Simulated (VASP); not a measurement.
Write the native input for VASP 6.6.1 that does the following.

- Task: single point
- Functional: PBE
- Potentials or basis: VASP PAW PBE potentials, release 64 (Li_sv, Cr_pv, Fe, O)
- Cutoff: 520 eV
- k mesh: 4 × 4 × 4
- Occupations: gaussian, width 0.05 eV
- Spin: collinear spin, typed start
- Starting moments: [0.0, 3.0, 3.0, 3.0, 3.0, 5.0, 0.0, 0.0, 0.0, 0.0, 0.0, 0.0, 0.0, 0.0] μB
- Hubbard terms: Cr d U = 3.7 eV, Fe d U = 4.0 eV
- Dipole correction: no
- Further INCAR settings: ALGO = Normal; EDIFF = 1e-06; NBANDS = 70

The structure of LiCr4FeO8 lies in POSCAR:

```
LiCr4FeO8
1.0
    0.0000000000      4.1382000000      4.1382000000
    4.1382000000      0.0000000000      4.1382000000
    4.1382000000      4.1382000000      0.0000000000
Li Cr Fe O
1 4 1 8
Direct
    0.0000000000      0.0000000000      0.0000000000
    0.6251853300      0.6251853300      0.6251853300
    0.6251853300      0.6251853300      0.1244440000
    0.6251853300      0.1244440000      0.6251853300
    0.1244440000      0.6251853300      0.6251853300
    0.2500000000      0.2500000000      0.2500000000
    0.8637990000      0.8637990000      0.8637990000
    0.8637990000      0.8637990000      0.4086030000
    0.8637990000      0.4086030000      0.8637990000
    0.4086030000      0.8637990000      0.8637990000
    0.3870706700      0.3870706700      0.3870706700
    0.3870706700      0.3870706700      0.8387880000
    0.3870706700      0.8387880000      0.3870706700
    0.8387880000      0.3870706700      0.3870706700
```

The cell was built by a generator and needn't be a form met in nature.

These files were run (other wordings do the same):

INCAR

```
  PREC = Accurate
  ENCUT = 520
  EDIFF = 1E-6
  ISMEAR = 0
  SIGMA = 0.05
  LREAL = F
  LASPH = T
  NELM = 150
  ALGO = Normal
  ISIF = 2
  LWAVE = F
  LCHARG = F
  ISPIN = 2
  MAGMOM = 0 3 3 3 3 5 0 0 0 0 0 0 0 0
  LORBIT = 11
  LMAXMIX = 4
  LDAU = T
  LDAUTYPE = 2
  LDAUL = -1 2 2 -1
  LDAUU = 0 3.7 4 0
  LDAUJ = 0 0 0 0
  LDAUPRINT = 1
  GGA = PE
  NBANDS = 70
```

KPOINTS

```
regular mesh
0
Gamma
  4 4 4
```

Potentials or basis: VASP PAW PBE potentials, release 64 (Li_sv, Cr_pv, Fe, O).

The run is started by

```bash
$ cat potpaw_PBE.64/Li_sv/POTCAR potpaw_PBE.64/Cr_pv/POTCAR potpaw_PBE.64/Fe/POTCAR potpaw_PBE.64/O/POTCAR > POTCAR
$ mpirun -np 1 vasp_std > vasp.out
```

Results of the run:

| Property | Result |
| --- | --- |
| Largest force | 2.255 eV/Å |
| Band gap on the k mesh | 0.43 eV, direct |
| Net moment | 17.00 μB per cell |
| Site moments | Li +0.00; Cr +2.97; Fe +4.30; O -0.02, +0.11 μB |
| Valence electrons inside the program's atomic spheres | Li 2.09; Cr 10.76; Fe 6.59; O 5.06, 5.10 |

Caveat: forces of over 1 eV/Å show positions far from the minimum, so gaps and moduli don't describe the material at rest.

It took 2.6 min on 1 thread of Intel(R) Xeon(R) 6975P-C (Granite Rapids) (shared host), peak memory 0.47 GiB.
